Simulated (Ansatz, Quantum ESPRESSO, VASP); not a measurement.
# TlBr (Pm-3m, 2 atoms in the cell) computed with different codes at matched settings

Self-consistent single point, at a second geometry (lattice scaled by 0.98). First geometry:

```yaml
crystal:
  lattice:
    - [3.99000, 0.00000, 0.00000]
    - [0.00000, 3.99000, 0.00000]
    - [0.00000, 0.00000, 3.99000]
  atoms:
    - { symbol: Tl, position: [0.00000, 0.00000, 0.00000] }
    - { symbol: Br, position: [0.50000, 0.50000, 0.50000] }
```

Shared settings, as Ansatz (an electronic-structure program) writes them: kpoints.mp_grid.grid = 8 8 8; scf.occupations.method = fermi_dirac; scf.occupations.width = 0.02 eV. Potentials and cutoffs stand in the table.

```json
[
 {"code": "Quantum ESPRESSO", "model": "PBE, PSlibrary PAW (PBE) pseudopotentials", "ΔF from the first geometry (meV/atom)": "21.8", "pressure (GPa)": "2.16", "gap on the mesh (eV)": "1.712", "cutoff": "55 Ry"},
 {"code": "VASP", "model": "PBE, VASP's PBE PAW potentials (set 64)", "ΔF from the first geometry (meV/atom)": "–", "pressure (GPa)": "–", "gap on the mesh (eV)": "1.712", "cutoff": "300 eV"},
 {"code": "Ansatz", "model": "PBE, default PAW files", "ΔF from the first geometry (meV/atom)": "21.7", "pressure (GPa)": "2.76", "gap on the mesh (eV)": "1.705", "cutoff": "default"}
]
```

For Quantum ESPRESSO (by 0.6 GPa) the energy change implies a higher mean pressure, against the two pressures, than for the other programs: a sign of finite-basis (Pulay) stress.

A dash marks a value that a program does not give, or that is left out as unsure.

Gaps are read on the mesh.

On Ansatz's run: spin-orbit coupling is off.

The spread over the programs that give each value: ΔF from the first geometry within 0.1 meV/atom; pressure within 0.60 GPa; gap on the mesh within 0.007 eV.

Ansatz's pressure is given at a fixed set of plane waves, as the other plane-wave codes print theirs.

VASP's run is marked for a possible Pulay error in its stress at this cutoff; no cutoff test was made.

The starting cell has typed, rounded lattice constants, without a prior relaxation at this level. For this run, on top of that: lattice scaled by 0.98.

Left out of this page: ABINIT, GPAW, CP2K, Elk, FLEUR and SIESTA (not drawn, or without a comparable value).

Keys are those of Ansatz 0.2.
